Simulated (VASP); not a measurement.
Data:

```xyz
3
Lattice="4.1760 0.0000 0.0000 -2.0880 3.6165 0.0000 0.0000 0.0000 4.0489" Properties=species:S:1:pos:R:3 pbc="T T T"
Gd     0.0000     0.0000     0.0000
Ga     2.0880     1.2055     2.0245
Ga     0.0000     2.4110     2.0245
```

All values below come from PBEsol GGA, VASP's PBE PAW potentials (set 64) (plane waves; VASP). Numerical set-up: 480 eV cut-off, 8×8×8 Γ-centred mesh, first-order Methfessel-Paxton smearing of 0.10 eV, potentials Gd_3 Ga_d.

The 4f electrons are frozen in the core of the lanthanide potential, so 4f levels, which can set the real gap, and their magnetism are missing.

Each relaxation starts from this cell; other phases were not tried.

Problem. The cell is relaxed at 2 GPa. What happens?

Solution. The volume per atom goes from 20.38 to 19.98 Å³ (-2.0 %), and the cell becomes a = 4.1503 Å, b = 4.1503 Å, c = 4.0175 Å, α = 90.00°, β = 90.00°, γ = 120.00°, space group P6/mmm.

Problem. The cell is relaxed at 20 GPa. What happens?

Solution. The volume per atom goes from 20.38 to 16.66 Å³ (-18.3 %), and the cell becomes a = b = 4.195 Å, c = 3.279 Å, α = β = 90.00°, γ = 120.00°, space group P6/mmm.

Failed runs are left out, and for metals the shear rows, which the mesh's noise covers.

The structure comes from a computed database's GdGa2 entry (P6/mmm); how it stands against other phases isn't given here. The electron count is odd and the run is not spin-polarised, which forces a metal.
